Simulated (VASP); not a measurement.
Output of a VASP run:

**OSZICAR**
```
       N       E                     dE             d eps       ncg     rms          rms(c)
DAV:   1     0.639242027013E+03    0.63924E+03   -0.28200E+04  2849   0.173E+03
DAV:   2     0.573080636198E+02   -0.58193E+03   -0.57090E+03  2921   0.466E+02
DAV:   3    -0.330087576283E+02   -0.90317E+02   -0.88162E+02  3278   0.192E+02
DAV:   4    -0.384893119601E+02   -0.54806E+01   -0.54456E+01  3612   0.464E+01
DAV:   5    -0.387100237843E+02   -0.22071E+00   -0.22050E+00  4342   0.918E+00    0.108E+01
DAV:   6    -0.373255130561E+02    0.13845E+01   -0.30771E+00  4019   0.195E+01    0.602E+00
DAV:   7    -0.372139434552E+02    0.11157E+00   -0.13137E+00  4396   0.563E+00    0.208E+00
DAV:   8    -0.371998659648E+02    0.14077E-01   -0.20809E-01  3863   0.427E+00    0.915E-01
DAV:   9    -0.371977857287E+02    0.20802E-02   -0.24400E-02  3964   0.194E+00    0.378E-01
DAV:  10    -0.371982160474E+02   -0.43032E-03   -0.23331E-03  3976   0.410E-01    0.212E-01
DAV:  11    -0.371983414481E+02   -0.12540E-03   -0.67060E-04  4108   0.199E-01    0.934E-02
DAV:  12    -0.371983321543E+02    0.92938E-05   -0.77097E-05  3933   0.922E-02    0.345E-02
DAV:  13    -0.371983356534E+02   -0.34991E-05   -0.17648E-05  3756   0.186E-02    0.194E-02
DAV:  14    -0.371983356724E+02   -0.19005E-07   -0.16300E-06  3440   0.143E-02    0.832E-03
DAV:  15    -0.371983358171E+02   -0.14477E-06   -0.59398E-07  2636   0.548E-03    0.299E-03
DAV:  16    -0.371983357894E+02    0.27754E-07   -0.83018E-08  1856   0.286E-03
   1 F= -.37198336E+02 E0= -.37198336E+02  d E =0.000000E+00
```

File OUTCAR:
```
------------------------ aborting loop because EDIFF is reached ----------------------------------------
  FORCE on cell =-STRESS in cart. coord.  units (eV):
  Direction    XX          YY          ZZ          XY          YZ          ZX
  --------------------------------------------------------------------------------------
  Total        0.0034746      0.0034746      0.0312700     -0.0484090      0.0000000      0.0000000
  in kB        0.0289950      0.0289950      0.2609455     -0.4039692      0.0000000      0.0000000
  external PRESSURE =       0.1063118 kB  Pullay stress =       0.0000000 kB
  volume of cell :      191.99
      direct lattice vectors                 reciprocal lattice vectors
    -0.001816281  5.766127375  5.774570108    -0.086686006  0.086686006  0.086586532
     5.766127375 -0.001816281  5.774570108     0.086686006 -0.086686006  0.086586532
     2.882155547  2.882155547  0.000000000     0.173481268  0.173481268 -0.173173064
 POSITION                                       TOTAL-FORCE (eV/Angst)
 -----------------------------------------------------------------------------------
      5.76431      5.76431     11.54043        -0.000000     -0.000000      0.008700
      5.76927      8.64151      8.66287        -0.003077      0.003077      0.003202
      8.64151      5.76927      8.66287         0.003077     -0.003077      0.003202
      1.44108      1.44108      1.44390        -0.000000     -0.000000     -0.006274
      4.26161      1.50270      4.39397        -0.001299      0.001299     -0.003446
      1.50270      4.26161      4.39397         0.001299     -0.001299     -0.003446
      4.32323      4.32323      7.10103         0.000000      0.000000     -0.003372
      2.88216      2.88216      5.77210         0.000000      0.000000      0.001434
 -----------------------------------------------------------------------------------
    total drift:                                0.000037      0.000037      0.000323
  FREE ENERGIE OF THE ION-ELECTRON SYSTEM (eV)
  ---------------------------------------------------
  free  energy   TOTEN  =       -37.1983357894 eV

  energy  without entropy=      -37.1983357894  energy(sigma->0) =      -37.19833579

 total charge

# of ion       s       p       d       tot
------------------------------------------
    1        0.832   0.807   9.904  11.543
    2        0.831   0.786   9.900  11.517
    3        0.831   0.786   9.900  11.517
    4        1.026   1.504   0.000   2.530
    5        1.026   1.481   0.000   2.508
    6        1.026   1.481   0.000   2.508
    7        1.028   1.455   0.000   2.483
    8        0.860   0.769  10.003  11.632
--------------------------------------------------
tot          7.462   9.071  39.706  56.238

 Electric field gradients after diagonalization (V/A^2)
 (convention: |V_zz| > |V_xx| > |V_yy|)
----------------------------------------------------------------------
 ion       V_xx      V_yy      V_zz     asymmetry (V_yy - V_xx)/ V_zz
----------------------------------------------------------------------
   1      13.833     1.238   -15.070       0.836
   2       8.896     8.869   -17.765       0.002
   3       8.896     8.869   -17.765       0.002
   4       0.561     0.381    -0.943       0.191
   5      -5.836    -5.834    11.670       0.000
   6      -5.836    -5.834    11.670       0.000
   7      10.114     1.950   -12.063       0.677
   8       6.414     4.955   -11.369       0.128
```
(Selected blocks of OUTCAR.)

**POSCAR**
```
GaIn3P4
1
   -0.0018162807     5.7661273751     5.7745701082
    5.7661273751    -0.0018162807     5.7745701082
    2.8821555472     2.8821555472    -0.0000000000
In P Ga
3 4 1
Direct
  0.9992454867   0.9992454867   0.0015090266
  0.9990710195   0.5011050135   0.9998239670
  0.5011050135   0.9990710195   0.9998239670
  0.1250221000   0.1250221000   0.2499558001
  0.1412997679   0.6196168438   0.2390833884
  0.6196168438   0.1412997679   0.2390833884
  0.6148538573   0.6148538573   0.2702922855
  0.4997859114   0.4997859114   0.0004281771
```

Task: Write an INCAR and KPOINTS that could have produced this output.

Result: Several could match; the one computed here: the input of the run itself, PBEsol GGA, plane waves, VASP's PBE PAW potentials (set 64).

### KPOINTS
```
kpoints
0
G
 4 4 8
0 0 0
```

### INCAR
```
SYSTEM = GaIn3P4
PREC = Accurate; ENCUT = 400; LREAL = F
LASPH = T
EDIFF = 1E-7; NELM = 100; ALGO = Normal
LMAXMIX = 4
ISMEAR = -5
GGA = PS
ISIF = 2
LWAVE = F; LCHARG = T; LORBIT = 11
NEDOS = 601
LEFG = T
```

POTCAR, in this order: In_d P Ga_d (PBE.64 set). Program: vasp_std.

The structure was generated: GaIn3P4 was put into an ordered model structure (Amm2), which need not be its known phase. It was relaxed first.
